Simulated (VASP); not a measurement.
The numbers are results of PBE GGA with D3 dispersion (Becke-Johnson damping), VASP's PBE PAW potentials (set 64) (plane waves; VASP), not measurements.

A VASP calculation is set up with these files.

File POSCAR:
```
SnO2
9.5915770
  0.4999999838   0.0000000000   0.0000000000
  0.0000000000   0.4999999838   0.0000000000
  0.0000000000   0.0000000000   0.3372958260
Sn O
2 4
Cartesian
  0.4999999838   0.0000000000   0.0000000000
  0.2499999919   0.2499999919   0.1686479130
  0.1531200250   0.1531200250   0.0000000000
  0.4031200169   0.0968799669   0.1686479130
  0.0968799669   0.4031200169   0.1686479130
  0.3468799587   0.3468799587   0.3372958260
```

### INCAR
```
# general
SYSTEM  = SnO2
PREC    = Accurate
ENCUT   = 520   # plane-wave cut-off (eV)
LREAL   = .FALSE.
LASPH   = .TRUE.   # aspherical one-centre terms
ICHARG  = 11   # fixed density

# electronic loop
EDIFF   = 1E-7   # SCF stop (eV)
NELM    = 100   # most electronic steps
ALGO    = Normal   # blocked Davidson
LMAXMIX = 4   # l cut-off of mixed one-centre charges

# smearing
ISMEAR  = 0
SIGMA   = 0.05   # width (eV)

# functional
GGA     = PE   # PBE
IVDW    = 12   # D3, Becke-Johnson

# output
LWAVE   = .FALSE.
LCHARG  = .FALSE.
LORBIT  = 11   # lm-projected
```

### KPOINTS
```
k-points along high-symmetry lines
10
Line-mode
Reciprocal
  0.000000   0.000000   0.000000 ! GAMMA
  0.000000   0.500000   0.000000 ! X

  0.000000   0.500000   0.000000 ! X
  0.500000   0.500000   0.000000 ! M

  0.500000   0.500000   0.000000 ! M
  0.000000   0.000000   0.000000 ! GAMMA

  0.000000   0.000000   0.000000 ! GAMMA
  0.000000   0.000000   0.500000 ! Z

  0.000000   0.000000   0.500000 ! Z
  0.000000   0.500000   0.500000 ! R

  0.000000   0.500000   0.500000 ! R
  0.500000   0.500000   0.500000 ! A

  0.500000   0.500000   0.500000 ! A
  0.000000   0.000000   0.500000 ! Z

  0.000000   0.500000   0.000000 ! X
  0.000000   0.500000   0.500000 ! R

  0.500000   0.500000   0.000000 ! M
  0.500000   0.500000   0.500000 ! A
```

POTCAR, in this order: Sn_d O (PBE.64 set). Program: vasp_std. Read from the step before: CHGCAR.

The resulting files:

OUTCAR:
```
 ion  position               nearest neighbor table
   1  0.000  0.000  0.000-   3 2.08   6 2.08   5 2.08   4 2.08   4 2.08   5 2.08   2 3.76   2 3.76
                             2 3.76   2 3.76   2 3.76   2 3.76   2 3.76   2 3.76
   2  0.500  0.500  0.500-   4 2.08   5 2.08   3 2.08   6 2.08   3 2.08   6 2.08   1 3.76   1 3.76
                             1 3.76   1 3.76   1 3.76   1 3.76   1 3.76   1 3.76
   3  0.306  0.306  0.000-   1 2.08   2 2.08   2 2.08
   4  0.806  0.194  0.500-   2 2.08   1 2.08   1 2.08
   5  0.194  0.806  0.500-   2 2.08   1 2.08   1 2.08
   6  0.694  0.694  0.000-   1 2.08   2 2.08   2 2.08
  LATTYP: Found a simple tetragonal cell.
 ALAT       =     4.7957883444
 C/A-ratio  =     0.6745916739
 Subroutine PRICEL returns:
 Original cell was already a primitive cell.
 Subroutine GETGRP returns: Found 16 space group operations
The static configuration has the point symmetry D_2h.
 The point group associated with its full space group is D_4h.
The dynamic configuration has the point symmetry D_2h.
 Subroutine INISYM returns: Found 16 space group operations
   k-points           NKPTS =     90   k-points in BZ     NKDIM =     90   number of bands    NBANDS=     31
   number of dos      NEDOS =    301   number of ions     NIONS =      6
   total plane-waves  NPLWV =  31104
   dimension x,y,z NGX =    36 NGY =   36 NGZ =   24
   dimension x,y,z NGXF=    72 NGYF=   72 NGZF=   48
   ions per type =               2   4
   PREC   = accura    normal or accurate (medium, high low for compatibility)
   ISTART =      0    job   : 0-new  1-cont  2-samecut
   ICHARG =     11    charge: 1-file 2-atom 10-const
   ISPIN  =      1    spin polarized calculation?
   LNONCOLLINEAR =      F non collinear calculations
   LSORBIT =      F    spin-orbit coupling
   INIWAV =      1    electr: 0-lowe 1-rand  2-diag
   ENCUT  =  520.0 eV  38.22 Ry    6.18 a.u.   8.92  8.92  6.02*2*pi/ulx,y,z
   NELM   =    100;   NELMIN=  2; NELMDL= -5     # of ELM steps
   EDIFF  = 0.1E-06   stopping-criterion for ELM
   LREAL  =      F    real-space projection
   NLSPLINE    = F    spline interpolate recip. space projectors
   LMAXMIX     =    4 max onsite mixed and CHGCAR
   VOSKOWN=      0    Vosko Wilk Nusair interpolation
   EDIFFG = 0.1E-05   stopping-criterion for IOM
...
```

### OSZICAR
```
       N       E                     dE             d eps       ncg     rms          rms(c)
DAV:   1     0.638535435476E+03    0.63854E+03   -0.26436E+04  6072   0.263E+03
DAV:   2     0.621920144131E+02   -0.57634E+03   -0.55879E+03  6102   0.704E+02
DAV:   3    -0.320465047314E+02   -0.94239E+02   -0.92597E+02  6532   0.223E+02
DAV:   4    -0.367691972638E+02   -0.47227E+01   -0.47015E+01  6550   0.559E+01
DAV:   5    -0.369160818096E+02   -0.14688E+00   -0.14684E+00  7600   0.974E+00
DAV:   6    -0.369207325325E+02   -0.46507E-02   -0.46505E-02  7280   0.145E+00
DAV:   7    -0.369209231811E+02   -0.19065E-03   -0.19065E-03  8098   0.247E-01
DAV:   8    -0.369209246665E+02   -0.14854E-05   -0.14854E-05  7289   0.238E-02
DAV:   9    -0.369209246926E+02   -0.26062E-07   -0.26091E-07  5798   0.348E-03
   1 F= -.38207059E+02 E0= -.38207059E+02  d E =-.151902E-16
```

### OUTCAR
```
 val. band max:        5.6932004266   @ k =   0.0000   0.0000   0.0000

 cond. band min:       6.4876813065   @ k =   0.0000   0.0000   0.0000



 k-point     1 :       0.0000    0.0000    0.0000
  band No.  band energies     occupation
      1     -15.3585      2.00000
      2     -14.6515      2.00000
      3     -14.4561      2.00000
      4     -14.4288      2.00000
      5     -14.4288      2.00000
      6     -14.3680      2.00000
      7     -14.3278      2.00000
      8     -14.2540      2.00000
      9     -14.2103      2.00000
     10     -14.2103      2.00000
     11     -13.0400      2.00000
     12     -11.2897      2.00000
     13     -11.2897      2.00000
     14      -9.6785      2.00000
     15      -2.3213      2.00000
     16       1.7597      2.00000
     17       1.7597      2.00000
     18       1.8465      2.00000
     19       2.7327      2.00000
     20       3.7097      2.00000
     21       3.7432      2.00000
     22       4.4295      2.00000
     23       4.4295      2.00000
     24       4.9463      2.00000
     25       4.9463      2.00000
     26       5.6932      2.00000
     27       6.4877      0.00000
     28      11.4754      0.00000
     29      11.7887      0.00000
     30      11.7887      0.00000
     31      15.9129      0.00000

 k-point     2 :       0.0000    0.0556    0.0000
  band No.  band energies     occupation
      1     -15.3541      2.00000
      2     -14.6562      2.00000
      3     -14.4561      2.00000
      4     -14.4286      2.00000
      5     -14.4286      2.00000
      6     -14.3721      2.00000
      7     -14.3272      2.00000
      8     -14.2545      2.00000
      9     -14.2105      2.00000
     10     -14.2105      2.00000
     11     -13.0307      2.00000
     12     -11.3100      2.00000
     13     -11.2730      2.00000
     14      -9.6842      2.00000
     15      -2.3009      2.00000
     16       1.6951      2.00000
     17       1.7739      2.00000
     18       1.8578      2.00000
...
```

The density is held fixed in this step, so its total energy and stress have no physical meaning. Unless said otherwise, spin-orbit coupling is left out, though it shifts the bands of the heavy elements here.

The compound is SnO2 in the rutile structure. It was relaxed first.
